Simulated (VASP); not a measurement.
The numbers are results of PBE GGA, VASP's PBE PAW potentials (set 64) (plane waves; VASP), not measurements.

A VASP calculation is set up with these files.

POSCAR:
```
TiB2
1
    1.4700420724    -2.5461875843     0.0000000000
    1.4700420724     2.5461875843     0.0000000000
    0.0000000000     0.0000000000     3.1313105898
Ti B
1 2
Direct
  0.0000000000   0.0000000000   0.0000000000
  0.3333330000   0.6666670000   0.5000000000
  0.6666670000   0.3333330000   0.5000000000
```

**INCAR**
```
SYSTEM  =  TiB2
PREC  =  Accurate; ENCUT  =  600; LREAL  =  F
LASPH  =  T
EDIFF  =  1E-7; NELM  =  100; ALGO  =  Normal
LMAXMIX  =  4
ISMEAR  =  1; SIGMA  =  0.1
GGA  =  PE
ISIF  =  2
LWAVE  =  F; LCHARG  =  F
```

### KPOINTS
```
kpoints
0
Gamma
10 10 10
0 0 0
```

POTCAR, in this order: Ti_sv B (PBE.64 set). Program: vasp_std.

What VASP printed:

**OSZICAR**
```
       N       E                     dE             d eps       ncg     rms          rms(c)
DAV:   1     0.141807248149E+03    0.14181E+03   -0.10228E+04  2184   0.179E+03
DAV:   2    -0.188744997584E+02   -0.16068E+03   -0.15626E+03  2259   0.424E+02
DAV:   3    -0.291445735957E+02   -0.10270E+02   -0.10104E+02  3092   0.100E+02
DAV:   4    -0.295569236655E+02   -0.41235E+00   -0.41171E+00  2823   0.180E+01
DAV:   5    -0.295679274242E+02   -0.11004E-01   -0.11003E-01  3095   0.264E+00    0.190E+01
DAV:   6    -0.241823787754E+02    0.53855E+01   -0.24773E+01  2853   0.622E+01    0.447E+00
DAV:   7    -0.242331643332E+02   -0.50786E-01   -0.14062E+00  2309   0.141E+01    0.389E+00
DAV:   8    -0.242477639482E+02   -0.14600E-01   -0.14599E-01  3312   0.334E+00    0.633E-01
DAV:   9    -0.242444682197E+02    0.32957E-02   -0.40369E-02  2844   0.272E+00    0.257E-01
DAV:  10    -0.242438942022E+02    0.57402E-03   -0.46931E-03  2671   0.103E+00    0.963E-02
DAV:  11    -0.242438376613E+02    0.56541E-04   -0.20030E-04  2927   0.187E-01    0.508E-02
DAV:  12    -0.242438289126E+02    0.87486E-05   -0.55956E-05  2684   0.102E-01    0.106E-02
DAV:  13    -0.242438287531E+02    0.15952E-06   -0.69703E-06  2664   0.363E-02    0.416E-03
DAV:  14    -0.242438287658E+02   -0.12700E-07   -0.69224E-07  2637   0.111E-02
   1 F= -.24243829E+02 E0= -.24243502E+02  d E =-.981307E-03
```

OUTCAR:
```
------------------------ aborting loop because EDIFF is reached ----------------------------------------
  FORCE on cell =-STRESS in cart. coord.  units (eV):
  Direction    XX          YY          ZZ          XY          YZ          ZX
  --------------------------------------------------------------------------------------
  Total        4.3669429      4.3669430      3.4936494      0.0000000      0.0000000     -0.0000000
  in kB      298.4776339    298.4776399    238.7886061      0.0000000      0.0000000     -0.0000000
  external PRESSURE =     278.5812933 kB  Pullay stress =       0.0000000 kB
  volume of cell :       23.44
      direct lattice vectors                 reciprocal lattice vectors
     1.470042072 -2.546187584  0.000000000     0.340126320 -0.196372020  0.000000000
     1.470042072  2.546187584  0.000000000     0.340126320  0.196372020  0.000000000
     0.000000000  0.000000000  3.131310590     0.000000000  0.000000000  0.319355098
 POSITION                                       TOTAL-FORCE (eV/Angst)
 -----------------------------------------------------------------------------------
      0.00000      0.00000      0.00000        -0.000000     -0.000000      0.000000
      1.47004      0.84873      1.56566         0.000000     -0.000000      0.000000
      1.47004     -0.84873      1.56566         0.000000      0.000000     -0.000000
 -----------------------------------------------------------------------------------
    total drift:                                0.000000     -0.000000      0.000000
  FREE ENERGIE OF THE ION-ELECTRON SYSTEM (eV)
  ---------------------------------------------------
  free  energy   TOTEN  =       -24.2438287658 eV

  energy  without entropy=      -24.2428474592  energy(sigma->0) =      -24.24350166
```
(Selected blocks of OUTCAR.)

The compound is TiB2 in the AlB2 type structure. This cell was strained or had an atom moved on purpose.
